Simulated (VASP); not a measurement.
OSZICAR of a VASP run on La (dhcp):

**OSZICAR**
```
       N       E                     dE             d eps       ncg     rms          rms(c)
DAV:   1     0.530635954680E+03    0.53064E+03   -0.12793E+04  1688   0.190E+03
DAV:   2     0.944379947294E+02   -0.43620E+03   -0.43143E+03  2504   0.451E+02
DAV:   3    -0.602434240929E+01   -0.10046E+03   -0.99546E+02  3036   0.263E+02
DAV:   4    -0.193052833419E+02   -0.13281E+02   -0.13075E+02  3096   0.923E+01
DAV:   5    -0.212390538971E+02   -0.19338E+01   -0.18721E+01  3296   0.308E+01    0.525E+00
DAV:   6    -0.213978503752E+02   -0.15880E+00   -0.26369E+00  3184   0.114E+01    0.259E+00
DAV:   7    -0.213844208277E+02    0.13430E-01   -0.36430E-01  3240   0.387E+00    0.660E-01
DAV:   8    -0.213861327797E+02   -0.17120E-02   -0.53678E-02  3296   0.156E+00    0.211E-01
DAV:   9    -0.213869405091E+02   -0.80773E-03   -0.86596E-03  3128   0.627E-01    0.170E-01
DAV:  10    -0.213872526646E+02   -0.31216E-03   -0.16653E-03  3072   0.291E-01    0.852E-02
DAV:  11    -0.213873663152E+02   -0.11365E-03   -0.40547E-04  3168   0.143E-01    0.291E-02
DAV:  12    -0.213873766052E+02   -0.10290E-04   -0.56362E-05  3272   0.630E-02    0.938E-03
DAV:  13    -0.213873825793E+02   -0.59741E-05   -0.15377E-05  2880   0.366E-02    0.286E-03
DAV:  14    -0.213873781690E+02    0.44103E-05    0.18018E-06  2544   0.121E-02    0.163E-03
DAV:  15    -0.213873793249E+02   -0.11559E-05    0.74247E-07  2384   0.769E-03    0.898E-04
DAV:  16    -0.213873783944E+02    0.93049E-06    0.41215E-07  1672   0.383E-03    0.319E-04
DAV:  17    -0.213873786227E+02   -0.22832E-06    0.14295E-07  1552   0.345E-03    0.159E-04
DAV:  18    -0.213873785291E+02    0.93563E-07    0.43997E-08  1456   0.203E-03
   1 F= -.21387379E+02 E0= -.21387379E+02  d E =0.000000E+00
```

**Question.** Which electronic solver shows in the log?

**Answer.** It is blocked Davidson (ALGO = Normal, or the opening steps of other solvers). The INCAR had ALGO = Normal.

**Question.** Can the final energy be trusted as converged?

**Answer.** The calculation finished and met its thresholds. It stopped with EDIFF = 1E-7, NELM = 100 (PBEsol GGA, plane waves, VASP's PBE PAW potentials (set 64)).

The compound is La in the dhcp structure. It was relaxed first, which changed the volume by -9 %.
